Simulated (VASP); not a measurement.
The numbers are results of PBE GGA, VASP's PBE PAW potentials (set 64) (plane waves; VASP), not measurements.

VASP ran on this input.

INCAR:
```
! general
SYSTEM  =  BN
PREC    =  Accurate
ENCUT   =  650
LREAL   =  F
LASPH   =  T

! electronic loop
EDIFF   =  1E-7
NELM    =  100
ALGO    =  Normal

! smearing
ISMEAR  =  0
SIGMA   =  0.05

! functional
GGA     =  PE

! ions
IBRION  =  6
NSW     =  1
ISIF    =  3
POTIM   =  0.015
NFREE   =  2

! output
LWAVE   =  F
LCHARG  =  F
```

**KPOINTS**
```
Automatic mesh
0
Gamma
9 9 5
0 0 0
```

### POSCAR
```
BN
1
    1.2775625614    -2.2128034879     0.0000000000
    1.2775625614     2.2128034879     0.0000000000
    0.0000000000     0.0000000000     4.2254280639
B N
2 2
Direct
  0.6666670000   0.3333330000   0.5002373476
  0.3333330000   0.6666670000   0.0002373476
  0.6666670000   0.3333330000   0.8747626524
  0.3333330000   0.6666670000   0.3747626524
```

POTCAR, in this order: B N (PBE.64 set). Program: vasp_std.

The resulting files:

**OUTCAR**
```


   1 f  =   33.298375 THz   209.219859 2PiTHz 1110.714225 cm-1   137.710951 meV

   2 f  =   31.220731 THz   196.165638 2PiTHz 1041.411488 cm-1   129.118510 meV

   3 f  =   31.220728 THz   196.165618 2PiTHz 1041.411383 cm-1   129.118497 meV

   4 f  =   30.256725 THz   190.108610 2PiTHz 1009.255712 cm-1   125.131704 meV

   5 f  =   28.571678 THz   179.521148 2PiTHz  953.048596 cm-1   118.162913 meV

   6 f  =   28.227328 THz   177.357535 2PiTHz  941.562327 cm-1   116.738798 meV

   7 f  =   28.227326 THz   177.357518 2PiTHz  941.562233 cm-1   116.738786 meV

   8 f  =   14.146159 THz    88.882935 2PiTHz  471.865057 cm-1    58.503784 meV

   9 f  =   14.146157 THz    88.882926 2PiTHz  471.865009 cm-1    58.503779 meV

  10 f/i=    0.000274 THz     0.001721 2PiTHz    0.009137 cm-1     0.001133 meV

  11 f/i=    0.000274 THz     0.001721 2PiTHz    0.009137 cm-1     0.001133 meV

  12 f/i=    0.003941 THz     0.024762 2PiTHz    0.131458 cm-1     0.016299 meV

 ELASTIC MODULI CONTR FROM IONIC RELAXATION (kBar)
 Direction    XX          YY          ZZ          XY          YZ          ZX
 --------------------------------------------------------------------------------
 XX        -109.9533     96.4282     -0.2552      0.0000      0.0000      0.0000
 YY          96.4282   -109.9533     -0.2552     -0.0000     -0.0000     -0.0000
 ZZ          -0.2552     -0.2552     -0.0096      0.0000     -0.0000      0.0000
 XY           0.0000     -0.0000      0.0000   -103.1908     -0.0000      0.0000
 YZ           0.0000      0.0000     -0.0000     -0.0000    -29.9153     -0.0000
 ZX           0.0000     -0.0000      0.0000     -0.0000     -0.0000    -29.9153
 --------------------------------------------------------------------------------

 TOTAL ELASTIC MODULI (kBar)
 Direction    XX          YY          ZZ          XY          YZ          ZX
 --------------------------------------------------------------------------------
 XX        9266.2320   1305.5356    587.0012      0.0000      0.0000      0.0000
 YY        1305.5356   9266.2357    587.0014     -0.0000     -0.0000     -0.0000
 ZZ         587.0012    587.0014  10153.2786      0.0000     -0.0000      0.0000
 XY           0.0000     -0.0000      0.0000   3980.3491     -0.0000      0.0000
 YZ           0.0000      0.0000     -0.0000     -0.0000   3304.5282     -0.0000
 ZX           0.0000     -0.0000      0.0000     -0.0000     -0.0000   3304.5275
 --------------------------------------------------------------------------------
```
(Selected blocks of OUTCAR.)

The compound is BN in the wurtzite structure, a metastable high-pressure form. It was relaxed first.
